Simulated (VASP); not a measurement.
Input:

```
CELL_PARAMETERS angstrom
      4.69327    -8.12898     0.00000
      4.69327     8.12898     0.00000
      0.00000     0.00000    10.01920
ATOMIC_POSITIONS crystal
  Al 0.22222 0.11134 0.25008
  Al 0.11085 0.22240 0.99958
  Al 0.22188 0.11075 0.75063
  Al 0.11642 0.22685 0.50020
  Al 0.22365 0.44525 0.25018
  Al 0.11084 0.55519 0.99944
  Al 0.22098 0.44375 0.74854
  Al 0.11629 0.55628 0.49993
  Al 0.22236 0.77783 0.24985
  Al 0.11097 0.88879 0.00012
  Al 0.22202 0.77792 0.75021
  Al 0.10909 0.88793 0.50092
  Al 0.55526 0.11111 0.25014
  Al 0.44422 0.22177 0.99956
  Al 0.55552 0.11129 0.74978
  Al 0.44393 0.22024 0.50027
  Al 0.55640 0.44255 0.24854
  Al 0.44420 0.55550 0.99865
  Al 0.55544 0.44449 0.74974
  Al 0.55639 0.78072 0.24846
  Al 0.44418 0.88921 0.99924
  Al 0.55530 0.77769 0.74976
  Al 0.44405 0.89067 0.50008
  Al 0.88921 0.11183 0.25021
  Al 0.77751 0.22211 0.00000
  Al 0.88798 0.11069 0.75018
  Al 0.77915 0.22296 0.49998
  Al 0.88925 0.44415 0.25007
  Al 0.77802 0.55558 0.99987
  Al 0.88823 0.44417 0.75005
  Al 0.77930 0.55559 0.50017
  Al 0.88895 0.77775 0.24981
  Al 0.77811 0.88915 0.00003
  Al 0.88851 0.77762 0.75017
  Al 0.77920 0.89036 0.50034
  N  0.22203 0.10915 0.44128
  N  0.11108 0.22281 0.19155
  N  0.22183 0.11100 0.94182
  N  0.10987 0.22063 0.69254
  N  0.11118 0.55516 0.19142
  N  0.22150 0.44410 0.94146
  N  0.11012 0.55596 0.69225
  N  0.22206 0.77964 0.44115
  N  0.11106 0.88895 0.19129
  N  0.22176 0.77747 0.94143
  N  0.11069 0.88875 0.69188
  N  0.55688 0.11197 0.44163
  N  0.44365 0.22124 0.19047
  N  0.55567 0.11129 0.94093
  N  0.44389 0.22192 0.69172
  N  0.55947 0.43908 0.43871
  N  0.44695 0.55688 0.19248
  N  0.55573 0.44418 0.94155
  N  0.44299 0.55483 0.69448
  N  0.55948 0.78737 0.43862
  N  0.44379 0.88944 0.19017
  N  0.55580 0.77834 0.94151
  N  0.44409 0.88901 0.69156
  N  0.89273 0.11443 0.44150
  N  0.77736 0.22205 0.19137
  N  0.88872 0.11119 0.94156
  N  0.77759 0.22225 0.69130
  N  0.89262 0.44497 0.44130
  N  0.77864 0.55554 0.19114
  N  0.88874 0.44424 0.94144
  N  0.77762 0.55541 0.69126
  N  0.88794 0.77734 0.44141
  N  0.77871 0.88977 0.19130
  N  0.88883 0.77773 0.94141
  N  0.77744 0.88879 0.69144
  Ti 0.42398 0.54540 0.48889
```

All values below come from HSE06 screened hybrid, VASP's PBE PAW potentials (set 64) (plane waves; VASP). Numerical set-up: PREC = Normal, LREAL = Auto, ISYM = 0, EDIFF = 1E-5, 400 eV cut-off, 1×1×1 Γ-centred mesh, Gaussian smearing of 0.050 eV, potentials Al N Ti. Starting moments (MAGMOM): 71*0.0282. The cell's moment is fixed (NUPDOWN = 2).

The supercell is sampled at Γ alone, which is coarse: total energies, pressure and levels can be off, energies of defects by several tenths of an eV.

### Question
Estimate the cell moment, energy per atom (σ→0).

### Answer

The cell moment is 2.00 μB and the energy per atom (σ→0) comes out as -8.680 eV/atom.

### Question
Give the moment on each site (PAW-sphere projection).

### Answer

| site | moment (μB) |
|---|---|
| Al1 | 0.00 |
| Al2 | 0.00 |
| Al3 | 0.00 |
| Al4 | 0.02 |
| Al5 | 0.02 |
| Al6 | 0.00 |
| Al7 | 0.00 |
| Al8 | 0.02 |
| Al9 | 0.00 |
| Al10 | 0.00 |
| Al11 | 0.00 |
| Al12 | 0.00 |
| Al13 | 0.00 |
| Al14 | 0.00 |
| Al15 | 0.00 |
| Al16 | 0.00 |
| Al17 | 0.00 |
| Al18 | 0.00 |
| Al19 | 0.00 |
| Al20 | 0.00 |
| Al21 | 0.00 |
| Al22 | 0.00 |
| Al23 | 0.00 |
| Al24 | 0.00 |
| Al25 | 0.00 |
| Al26 | 0.00 |
| Al27 | 0.00 |
| Al28 | 0.00 |
| Al29 | 0.00 |
| Al30 | 0.00 |
| Al31 | 0.00 |
| Al32 | 0.00 |
| Al33 | 0.00 |
| Al34 | 0.00 |
| Al35 | 0.00 |
| N36 | 0.03 |
| N37 | 0.01 |
| N38 | 0.00 |
| N39 | 0.02 |
| N40 | 0.01 |
| N41 | 0.00 |
| N42 | 0.02 |
| N43 | 0.03 |
| N44 | 0.00 |
| N45 | 0.00 |
| N46 | 0.00 |
| N47 | 0.00 |
| N48 | 0.00 |
| N49 | 0.00 |
| N50 | 0.00 |
| N51 | -0.01 |
| N52 | 0.03 |
| N53 | 0.00 |
| N54 | -0.01 |
| N55 | -0.01 |
| N56 | 0.00 |
| N57 | 0.00 |
| N58 | 0.00 |
| N59 | 0.00 |
| N60 | 0.00 |
| N61 | 0.00 |
| N62 | 0.00 |
| N63 | 0.00 |
| N64 | 0.00 |
| N65 | 0.00 |
| N66 | 0.00 |
| N67 | 0.00 |
| N68 | 0.00 |
| N69 | 0.00 |
| N70 | 0.00 |
| Ti71 | 1.31 |

Total energies compare only between runs with the same potentials, cut-off and functional.

The cell is a supercell with a defect, built from AlN (wurtzite): Ti_Al-vac_N. The cell's shape comes from a PBE relaxation.
